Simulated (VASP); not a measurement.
Data:

```
CELL_PARAMETERS angstrom
      2.19979     1.27005    10.70727
     -2.19979     1.27005    10.70727
      0.00000    -2.54010    10.70727
ATOMIC_POSITIONS crystal
  Bi 0.60317 0.60317 0.60317
  Bi 0.39683 0.39683 0.39683
  Te 0.78319 0.78319 0.78319
  Te 0.21681 0.21681 0.21681
  Te 0.00000 0.00000 0.00000
```

Level of theory: HSE06 screened hybrid, VASP's PBE PAW potentials (set 64) (plane waves; VASP). Numerical set-up: 300 eV cut-off, 3×3×3 Γ-centred mesh, Gaussian smearing of 0.050 eV, potentials Bi_d Te.

Unless said otherwise, spin-orbit coupling is left out, though it shifts the bands of the heavy elements here.

Task: Estimate the energy per atom (σ→0), largest force, band gap (on the k-mesh) with the smallest direct gap where there is one.

Result: 
* **band gap (on the k-mesh)**: 1.01 eV
* **smallest direct gap (on the k-mesh)**: 1.01 eV
* **energy per atom (σ→0)**: -4.481 eV/atom
* **largest force**: 0.272 eV/Å

Total energies compare only between runs with the same potentials, cut-off and functional.

The structure comes from a computed database's Bi2Te3 entry; how it stands against other phases isn't given here. The cell was not relaxed at this level. The k-mesh is coarse (spacing up to 0.55 per Å, 2π included), so the numbers may not be converged in it.
